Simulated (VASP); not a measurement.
Method: SCAN meta-GGA, VASP's PBE PAW potentials (set 64) (plane waves; VASP 6.6.1).

VASP ran on this input.

POSCAR:
```
Bi
1
    4.0842370201    -2.2725808138    -0.0256336785
    4.0842370201     2.2725808138    -0.0256336785
    2.8431551693     0.0000000000     3.7098168951
Bi
2
Direct
  0.2359195488   0.2359195488   0.2359195488
  0.7640804512   0.7640804512   0.7640804512
```

### KPOINTS
```
Regular mesh
0
G
 8 8 8
0 0 0
```

INCAR:
```
! general
SYSTEM   =  Bi
PREC     =  Accurate
ENCUT    =  520   ! plane-wave cut-off (eV)
LREAL    =  F   ! projection in real space or not
LASPH    =  T   ! aspherical one-centre terms

! electronic loop
EDIFF    =  1E-7
NELM     =  100
ALGO     =  Normal
LMAXMIX  =  4   ! l cut-off of mixed one-centre charges
LMIXTAU  =  T

! smearing
ISMEAR   =  -5

! functional
METAGGA  =  SCAN

! ions
ISIF     =  2   ! forces and stress, cell fixed

! output
LWAVE    =  F
LCHARG   =  F
LORBIT   =  11
NEDOS    =  601
```

KPOINTS_OPT:
```
k-points along high-symmetry lines
8
Line-mode
Reciprocal
  0.000000   0.000000   0.000000 ! GAMMA
 -0.500000  -0.500000  -0.500000 ! T

 -0.500000  -0.500000  -0.500000 ! T
 -0.240257  -0.759743  -0.500000 ! H_2

  0.240257  -0.500000  -0.240257 ! H_0
 -0.000000  -0.500000   0.000000 ! L

 -0.000000  -0.500000   0.000000 ! L
  0.000000   0.000000   0.000000 ! GAMMA

  0.000000   0.000000   0.000000 ! GAMMA
  0.370129  -0.370129   0.000000 ! S_0

 -0.000000  -0.629871  -0.370129 ! S_2
  0.000000  -0.500000  -0.500000 ! F

  0.000000  -0.500000  -0.500000 ! F
  0.000000   0.000000   0.000000 ! GAMMA
```

POTCAR, in this order: Bi_d (PBE.64 set). Program: vasp_std.

For a metal the tetrahedron method with Blöchl corrections gives inexact stress and forces. Unless said otherwise, spin-orbit coupling is left out, though it shifts the bands of the heavy elements here.

Question: What does the run give for the energy per atom (σ→0), band gap (over mesh and band path)?

Answer: 
```
Quantity                                                              Result
----------------------------------  ----------------------------------------
energy per atom (σ→0)                                -7580.9 kJ/mol of atoms
band gap (over mesh and band path)  none (metal, semimetal or under 0.01 eV)
```

File OSZICAR:
```
...
DAV:  45    -0.157140273560E+03   -0.48353E-05   -0.27885E-06  2538   0.172E-02    0.554E-03
DAV:  46    -0.157140279629E+03   -0.60689E-05   -0.39121E-06  2470   0.180E-02    0.551E-03
DAV:  47    -0.157140284389E+03   -0.47595E-05   -0.42827E-06  2470   0.196E-02    0.514E-03
DAV:  48    -0.157140271332E+03    0.13057E-04   -0.12966E-05  2470   0.368E-02    0.325E-03
DAV:  49    -0.157140268549E+03    0.27827E-05   -0.48879E-06  2476   0.254E-02    0.239E-03
DAV:  50    -0.157140268479E+03    0.70203E-07   -0.46729E-07  2069   0.649E-03
   1 F= -.15714027E+03 E0= -.15714027E+03  d E =0.000000E+00
       N       E                     dE             ncg
```

The compound is Bi in the a7 structure. It was relaxed first.
